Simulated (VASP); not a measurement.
SnSe2: energy against strain

SnSe2 (1T layered, P-3m1, 29.853 Å³/atom and stress up to 0.06 GPa in the relaxed cell, c along z) under a strain ε along c (axis z), the other axes held. PBE in VASP (plane waves, PAW), 480 eV, 10×10×6 Γ-centred mesh, Gaussian smearing 0.05 eV; ions are relaxed, or left where forces stay under 0.02 eV/Å, within the symmetry of each cell. Against the start cell, which lies near the measured one, the relaxed cell differs by 16.0 % in volume and 12.3 % in c; the values below rest on it.

Here s stands for strain and y for E less E0.

| strain (%) | E less E0 (meV/atom) |
|---|---|
| -3.00 | ? |
| -1.50 | 0.25 |
| -1.00 | 0.14 |
| -0.50 | 0.06 |
| 0.00 | 0.00 |
| 0.50 | -0.05 |
| 1.00 | -0.08 |
| 1.50 | -0.09 |

The 7 complete rows are fitted with a parabola, y against s. Least squares gives y = -0.004 - 0.1121·s + 0.0367·s². Residuals (row less fit): 0.003, -0.005, -0.001, 0.004, 0.001, -0.001, 0.000; standard error 0.004 (degrees of freedom: 4). Twice the quadratic coefficient over the volume, 2 × 0.0367 meV × 10⁴ × 0.1602 / 29.853 Å³, is the elastic constant C33 = 3.9 ± 0.2 GPa (± standard error of the fit, which holds the terms cut off).

**Question.** Predict the withheld y at s = -3.00 from the fit, and compare with the calculation.

**Answer.** y = -0.004 - 0.1121 × (-3.0) + 0.0367 × (-3.0)² = 0.663 meV/atom. The calculation gives 0.73 meV/atom, 0.067 meV/atom above the prediction (8.2 % of the range of y in the table). The row lies outside the fitted rows, so this is an extrapolation. The scatter of the fitted rows lies at the last printed digit.

A polynomial of degree 3 through the 12 other runs of the series gives 0.72 there, so most of the miss is curvature that the fit leaves out. For SnSe2: without a dispersion term in the relaxation, distances and binding between the weakly bound layers, chains or molecules are unreliable, and so is what depends on them. Rows are the converged runs of the series near zero and its far end, less any whose ions stayed unrelaxed beside relaxed ones; series whose fitted rows scatter by over a few per cent of the range, as at a crossing or softening among them, aren't shown in this form. Most that stay on the fit to the last digits aren't either.
